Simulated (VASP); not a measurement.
Input:

```xyz
3
Lattice="0.0000 2.7632 2.7632 2.7632 0.0000 2.7632 2.7632 2.7632 0.0000" Properties=species:S:1:pos:R:3 pbc="T T T"
Si     1.3816     1.3816     1.3816
Si     4.1447     4.1447     4.1447
Ni     0.0000     0.0000     0.0000
```

The numbers are results of optB88-vdW, VASP's PBE PAW potentials (set 64) (plane waves; VASP 6.6.1), not measurements. Run with 520 eV cut-off, 10×10×10 Γ-centred mesh, first-order Methfessel-Paxton smearing of 0.10 eV, potentials Si Ni.

Task: Predict the energy per atom (σ→0), pressure, band gap (on the k-mesh) with the smallest direct gap where there is one.

Result: 
```json
{
 "band gap (on the k-mesh)": "none (metal, semimetal or under 0.01 eV)",
 "energy per atom (σ→0)": "-3.911 eV/atom",
 "pressure": "-4.18 GPa"
}
```

The compound is NiSi2 in the fluorite structure. This cell is one point of a volume scan, at 1.03 of the reference volume. The run is not spin-polarised, so no magnetic state was tried.
